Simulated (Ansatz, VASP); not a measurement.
**Ti2CO2 (Ti2CO2 MXene bilayer, AA) in two plane-wave programs**

Aim: how closely do two programs agree when they are given the same cell, functional and k mesh? The structure shown is the start of the Ansatz relaxation below; VASP solves that cell, so the two are compared at the walk's first step.

Method: plane waves, with VASP 6.6.1 beside it; single point at PBE with D3(BJ), in Ansatz 0.2.0.

## Step 1: Set-up

The cell holds 10 atoms: 4 O, 4 Ti and 2 C. Cell: a = 3.100 Å, b = 3.100 Å, c = 48.172 Å, α = 90.0°, β = 90.0°, γ = 120.0°. Vacuum lies along c. The height across the vacuum is the one that the program set for its solve, not the one typed.

As a file:

```cif
data_structure
_symmetry_space_group_name_H-M 'P 1'
_symmetry_Int_Tables_number 1
_cell_length_a 3.1002
_cell_length_b 3.1002
_cell_length_c 48.1722
_cell_angle_alpha 90.000
_cell_angle_beta 90.000
_cell_angle_gamma 120.000
_cell_volume 400.98
loop_
_atom_site_label
_atom_site_type_symbol
_atom_site_fract_x
_atom_site_fract_y
_atom_site_fract_z
_atom_site_occupancy
O1 O 0.33333 0.66667 0.18683 1
O2 O 0.66667 0.33333 0.28321 1
O3 O 0.33333 0.66667 0.34341 1
O4 O 0.66667 0.33333 0.43980 1
Ti5 Ti 0.66667 0.33333 0.20963 1
Ti6 Ti 0.33333 0.66667 0.26042 1
Ti7 Ti 0.66667 0.33333 0.36621 1
Ti8 Ti 0.33333 0.66667 0.41700 1
C9 C 0.00000 0.00000 0.23502 1
C10 C 0.00000 0.00000 0.39161 1
```

## Step 2: Ansatz: relaxation, PBE with D3(BJ)

Ansatz runs on its default PAW (the set named soft_2) files.

The two programs are compared at the cell with which this relaxation starts, whose forces are those of its first step.

The input, input.yaml:

```yaml
crystal:
  lattice:
    - [3.10024, 0.0, 0.0]
    - [-1.55012, 2.6848865978, 0.0]
    - [0.0, 0.0, 30.186120451]
  atoms:
    - { symbol: O, position: [0.3333333333, 0.6666666667, 0.2981502712] }
    - { symbol: Ti, position: [0.6666666667, 0.3333333333, 0.3345331515] }
    - { symbol: C, position: [0.0, 0.0, 0.3750574749] }
    - { symbol: Ti, position: [0.3333333333, 0.6666666667, 0.4155817983] }
    - { symbol: O, position: [0.6666666667, 0.3333333333, 0.4519646785] }
    - { symbol: O, position: [0.3333333333, 0.6666666667, 0.5480353215] }
    - { symbol: Ti, position: [0.6666666667, 0.3333333333, 0.5844182017] }
    - { symbol: C, position: [0.0, 0.0, 0.6249425251] }
    - { symbol: Ti, position: [0.3333333333, 0.6666666667, 0.6654668485] }
    - { symbol: O, position: [0.6666666667, 0.3333333333, 0.7018497288] }
  periodic: [true, true, false]
kpoints:
  mp_grid: { grid: [12, 12, 1] }
hamiltonian:
  xc: pbe
  dispersion: d3bj
scf:
  occupations: { method: fermi_dirac, width: 0.05 }
  convergence: { dr2_threshold: 1.0e-09 }
relax:
  f_tol: 0.004
  max_steps: 90
  cell: {}
output:
  write_potential: true
  write_density: true
  volumetric_format: npy
```

On the command line:

```bash
ansatz run input.yaml --threads 8 --pin off --max-ram 12288MiB --backend cpu --events-out ev --progress --plain --runs-dir out
```

Numbers of over 12 decimals in the logs are rounded to 6 here.

Log:

```text
Warning: crystal.periodic: the lattice vector that does not repeat stood 0.000° off the slab's normal, 30.186 Å along it as the deck builds it. The run solves the slab on a vector along the normal, 48.172 Å long, with every atom where it was (on the deck's vector they left 18.00 Å outside them, and the widest stretch free of ions among them is 2.90 Å). A fractional position that the run reports is one of the run's ce [...]
Warning: relax.cell: scf.convergence.dr2_threshold = 1e-9 eV is looser than the 2.03159561572e-10 eV advised for a relaxation that steers and ends on the stress (1e-10 eV for each atom of the cell: 10, times the square of relax.cell.stress_2d_tol = 0.05 N/m over 22.2 Å (the atoms' height at the walk's start and 5 Å past either face), 2.254e-2 GPa, over a crystal's default 0.05). What an SCF threshold leaves in a stress goes as its square root, and in the free energy as the threshold itself, and one threshold admits the most on a small cell: [figures from the program's tests cut] Set scf.convergence.dr2_threshold to 2.03159561572e-10 eV or tighter. [rest of the remark cut]
[...]
SCF iter   3: F=—  HF=-12783.458193 eV  |F-HF|=—  |Δ(HF+E_count)|=   2.01e-8  Δρ=3.32e-6  dr2=6.18e-8  ethr=4.28e-11  ⟨swp⟩=3.5  Hψ=2050  notcnv=0
SCF iter   4: F=—  HF=-12783.458193 eV  |F-HF|=—  |Δ(HF+E_count)|=   8.32e-9  Δρ=9.59e-7  dr2=6.31e-9  ethr=4.28e-11  ⟨swp⟩=3.1  Hψ=1706  notcnv=0
SCF iter   5: F=—  HF=-12783.458193 eV  |F-HF|=—  |Δ(HF+E_count)|=   1.57e-9  Δρ=1.08e-6  dr2=1.96e-8  ethr=7.89e-12  ⟨swp⟩=3.2  Hψ=1915  notcnv=0  recentre
SCF iter   6: F=-12783.458193 eV  HF=-12783.458193 eV  |F-HF|=5.82e-10  |Δ(HF+E_count)|=   1.52e-9  Δρ=3.40e-7  dr2=5.44e-10  ethr=1.25e-12  ⟨swp⟩=14.3  Hψ=8446  notcnv=0
SCF 12 converged in 6 iterations: F = -12783.458193 eV  dr2 = 5.44e-10
relax step  12: F+E_penalty+E_count = -12783.45819311 eV  Δ(F+E_penalty+E_count) = +4.927e-4 eV  max|allowed force component| = 1.515e-3 eV/Å  Δτ_max = 0.0000 Å  P = -0.003 N/m  Ω = 378.466 Å³  fix = [c, alpha, beta]  reactions: c -0.000 N/m  stress off target by 2.99e-3 N/m on what of the cell is left free  SCF on the basis re-selected at this cell (its energy is not comparable with the rows above)  (6 SCF iters)
basis re-selected at this cell: Δ(F+E_penalty+E_count) = +4.927e-4 eV, ΔP = -0.007 N/m vs the last step (what re-selecting the basis moved, of the pressure what is left beyond the Pulay correction that the steps carried, after the strain that the cell walked since its last selection, with what the two solves' SCF thresholds leave and, on support functions, any second-order correction that the steps lacked; it is no m [...]
WARN: The output density's exchange-correlation potential varies sharply where the density is thin. Do not read a vacuum level from v_tot or v_xc, or from such a field of the output density. On a cell that repeats whose density bears no net charge and no dipole along the vacuum's axis use v_es (v_loc + v_h of the components); under efield.dipole_correction with no amplitude use v_es + v_field, which holds any externa [...]
SCF converged after 6 iterations
Free energy (F): -12783.458193 eV
Harris-Foulkes:  -12783.458193 eV  (|F-HF|=5.82e-10)
Internal energy: -12783.455465 eV  (E = F + TS)
E sigma→0 (E₀):  -12783.456829 eV
Entropy (-TS):   -0.002728 eV (-0.273 meV/atom)
Fermi energy:    -5.757827 eV
--- Per-component energies (eV) ---
  E_band       = -2074.414774
  E_kinetic    = 1973.133598
  E_local      = -570579.765078  (includes V_loc(G=0)·N_el)
  E_nonlocal   = 261.282649
  E_hartree    = 284044.980922
  E_xc         = -787.924081
  E_vxc        = -992.633325  (∫ρ·V_xc dr)
  E_paw        = -5012.488435  (= ΣΔE_a)
  E_vpaw       = -826.399668  (= ΣTr[D̂ρ^β])
  E_aug_tail   = 0.010506  (compensation charges beyond the density's cutoff)
  E_ewald      = 277319.999216
  E_disp       = -2.684762  (pairwise vdW)
  E_smearing   = -0.002728  (= −TS)
  E_closure    = 0.000000  (closes the sum)
  Σ components = -12783.458193   (vs F -12783.458193, Δ=0.00e0)
--- Forces (eV/Å), atoms counted from 1 ---
  atom   1  O     -0.00000000     0.00000000     0.00088563
  atom   2  Ti     0.00000000     0.00000000    -0.00082805
  atom   3  C      0.00000000    -0.00000000     0.00092167
  atom   4  Ti     0.00000000    -0.00000000    -0.00151467
  atom   5  O      0.00000000    -0.00000000     0.00009014
  atom   6  O      0.00000000     0.00000000    -0.00009014
  atom   7  Ti     0.00000000     0.00000000     0.00151467
  atom   8  C      0.00000000     0.00000000    -0.00092167
  atom   9  Ti    -0.00000000    -0.00000000     0.00082805
  atom  10  O      0.00000000    -0.00000000    -0.00088563
  max |Σ_I F_I| component: 5.55e-17 eV/Å
--- 2D stress c σ (N/m, compression-positive) ---
       -0.002987       0.000000      -0.000000
        0.000000      -0.002987      -0.000000
       -0.000000      -0.000000      -0.000000
  P = ½ c Tr σ = -0.0030 N/m
--- Band table (eV; the first three rows and the last of 19) ---
  k-point 0: bands = ["-63.4946", "-63.4945", "-63.4653", "-63.4652", "-39.8653", "-39.8632", "-39.6616", "-39.6596", "-39.5401", "-39.5401", "-39.5400", "-39.5400", "-39.5199", "-39.5199", "-39.5199", "-39.5199", "-24.9215", "-24.7142", "-24.6841", "-24.6098", "-16.9602", "-16.9343", "-12.0932", "-11.5969", "-10.9393", "-10.9393", "-10.8997", "-10.8997", "-10.6626", "-10.5628", "-10.5628", "-10.5335", "-10.5335", "-9.9833", "-7.1468", "-6.7269", "-5.8569", "-5.8569", "-5.8380", "-5.8380", "-5.1887", "-5.1887", "-5.1784", "-5.1784", "-4.3577", "-4.3577", "-4.3493", "-4.3493", "-4.3109", "-4.2669"]
  k-point 1: bands = ["-63.4899", "-63.4899", "-63.4614", "-63.4614", "-39.8551", "-39.8531", "-39.6668", "-39.6650", "-39.5684", "-39.5683", "-39.5536", "-39.5535", "-39.5484", "-39.5484", "-39.5256", "-39.5256", "-24.8773", "-24.6721", "-24.6466", "-24.5772", "-16.9222", "-16.9018", "-12.0014", "-11.5577", "-11.1000", "-10.9485", "-10.8869", "-10.8410", "-10.7281", "-10.6881", "-10.5297", "-10.4965", "-10.3703", "-9.8567", "-6.9871", "-6.7115", "-6.6017", "-6.5669", "-6.3312", "-6.3068", "-5.0104", "-4.9684", "-4.7390", "-4.7115", "-4.4533", "-4.4350", "-4.3142", "-4.3131", "-3.9570", "-3.9160"]
  k-point 2: bands = ["-63.4772", "-63.4771", "-63.4509", "-63.4509", "-39.8266", "-39.8248", "-39.7141", "-39.7130", "-39.6543", "-39.6542", "-39.6023", "-39.6017", "-39.5705", "-39.5705", "-39.5418", "-39.5418", "-24.7611", "-24.5636", "-24.5482", "-24.4929", "-16.7970", "-16.7887", "-11.7733", "-11.5183", "-11.3032", "-11.0269", "-10.9909", "-10.7516", "-10.7309", "-10.6877", "-10.4451", "-10.4035", "-9.9984", "-9.6467", "-7.7708", "-7.7643", "-6.9008", "-6.8791", "-6.8779", "-6.7979", "-5.1810", "-5.0955", "-4.4916", "-4.4672", "-4.1860", "-4.1694", "-3.8907", "-3.8772", "-3.5991", "-3.5139"]
  k-point 18: bands = ["-63.4128", "-63.4128", "-63.4033", "-63.4033", "-39.9443", "-39.9443", "-39.9281", "-39.9281", "-39.8636", "-39.8634", "-39.7984", "-39.7983", "-39.6361", "-39.6361", "-39.6267", "-39.6267", "-24.2296", "-24.2296", "-24.1541", "-24.1541", "-15.4792", "-15.4788", "-11.4903", "-11.2241", "-11.2235", "-11.1001", "-10.9449", "-10.9449", "-10.7325", "-10.7325", "-10.1121", "-10.1121", "-9.8048", "-9.8048", "-9.0128", "-9.0116", "-8.7640", "-8.7640", "-8.6319", "-8.6319", "-4.6644", "-4.6594", "-4.2250", "-4.2250", "-4.2216", "-4.2216", "-3.4113", "-3.4073", "-3.0154", "-3.0154"]
  the weakly bound empty levels are not read free of the cell's end (no_gap_told)
--- Relaxed structure (10 steps of the walk, 10 accepted, 2 SCFs on fresh bases) ---
  F+E_penalty+E_count = -12783.45819311 eV   max|allowed force component| = 1.515e-3 eV/Å   (the final SCF, on the basis selected at the relaxed cell)
  cell:  # Å, volume = 378.4662 Å³
    - [3.011964, 0.0, 0]
    - [-1.505982, 2.608437, 0]
    - [0, 0, 48.172241]
  atoms:
    - { symbol: O, position: [0.333333, 0.666667, 0.196331] }
    - { symbol: Ti, position: [0.666667, 0.333333, 0.215289] }
    - { symbol: C, position: [8.351721454323372e-18, 0, 0.242284] }
    - { symbol: Ti, position: [0.333333, 0.666667, 0.269300] }
    - { symbol: O, position: [0.666667, 0.333333, 0.288041] }
    - { symbol: O, position: [0.333333, 0.666667, 0.338588] }
    - { symbol: Ti, position: [0.666667, 0.333333, 0.357329] }
    - { symbol: C, position: [-8.351721454323372e-18, 0, 0.384345] }
    - { symbol: Ti, position: [0.333333, 0.666667, 0.411340] }
    - { symbol: O, position: [0.666667, 0.333333, 0.430298] }
```

In the SCF lines HF is the Harris–Foulkes energy and dr2 the Hartree energy of the density residual, in eV; the loop may stop once dr2 is under the threshold and the program's other checks hold. Hψ counts applications of the Hamiltonian.

[end of part 1 of 2]

[Lines on the potential files, build, host, timing and source positions are cut from VASP's logs without a mark.]

[Logs are printed without paths, hosts, clocks, repeated set-up lines and the standing remarks that a program may print on its own settings, such as how far it seeks lower states.]

[Hosts, paths, dates, database ids (printed as entryN), source tags and the programs' standing remarks are cut or masked in the printed files.]
